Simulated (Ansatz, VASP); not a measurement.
**Two plane-wave programs on AgHgF3**

File INCAR:

```
SYSTEM = AgHgF3
PREC = Accurate
ENCUT = 600
EDIFF = 1E-6
ISMEAR = 0
SIGMA = 0.1
LREAL = .False.
LASPH = .True.
NELM = 100
ALGO = Normal
ISIF = 3
LWAVE = .False.
LCHARG = .False.
GGA = PE
IBRION = 2
NSW = 100
EDIFFG = -0.05
```

Contents of KPOINTS:

```
regular mesh
0
Gamma
  6 6 6
  0 0 0
```

The input POSCAR:

```
AgHgF3
1.0
    3.9610502283      0.0000000000      0.0000000000
    0.0000000000      3.9610502283      0.0000000000
    0.0000000000      0.0000000000      3.9610502283
Ag Hg F
1 1 3
Direct
    0.0000000000      0.0000000000      0.0000000000
    0.5000000000      0.5000000000      0.5000000000
    0.5000000000      0.5000000000      0.0000000000
    0.0000000000      0.5000000000      0.5000000000
    0.5000000000      0.0000000000      0.5000000000
```

Input for Ansatz:

```yaml
crystal:
  lattice:
    - [3.9610502283, 0.0, 0.0]
    - [0.0, 3.9610502283, 0.0]
    - [0.0, 0.0, 3.9610502283]
  atoms:
    - { symbol: Ag, position: [0.0, 0.0, 0.0] }
    - { symbol: Hg, position: [0.5, 0.5, 0.5] }
    - { symbol: F, position: [0.5, 0.5, 0.0] }
    - { symbol: F, position: [0.0, 0.5, 0.5] }
    - { symbol: F, position: [0.5, 0.0, 0.5] }
basis:
  ecutwfc: 420
kpoints:
  mp_grid: { grid: [6, 6, 6] }
hamiltonian:
  xc: pbe
scf:
  occupations: { method: gaussian, width: 0.1 }
output:
  forces: true
  stress: true
  eigenvalues: true
relax:
  adjacent_minimum: "off"
  f_tol: 0.05
  max_steps: 80
  cell: { stress_tol: 0.5 }
```

The cell comes from a database or a generator and needn't be the stable form of this composition.

Alike in both runs: task relaxation of cell and atoms; functional PBE; k mesh 6 × 6 × 6; occupations gaussian, width 0.1 eV; no spin polarisation.

|  | VASP | Ansatz |
| --- | --- | --- |
| version | VASP 6.6.1 | Ansatz 0.2.0 |
| potentials or method | VASP PAW PBE potentials, release 64 (Ag, Hg, F) | scalar-relativistic, plane waves, PAW |
| plane-wave cutoff (eV) | 600 | 420 |
| valence electrons in the cell | 44 | 60 |

|  | VASP | Ansatz | Ansatz less VASP |
| --- | --- | --- | --- |
| gap on the k mesh at the Fermi level, each at its own relaxed structure (eV) | none | none | - |
| relaxed volume (Å³/atom) | 18.47 | 18.61 | +0.146 |
| relaxed cell length with the largest relative difference (Å) | 4.520 | 4.532 | +0.0119 |
| energy change over the relaxation (meV/atom) | -793 | -756 | +37.7 |

A gap of «none» marks a metal or a gap that the smearing closes. The two sets of potentials don't hold the same shells in valence.

Caveats: the volume moved by over 15 % at a fixed basis, so the end points are rough (VASP). The runs have no spin-orbit coupling, so splittings on Hg are missing.
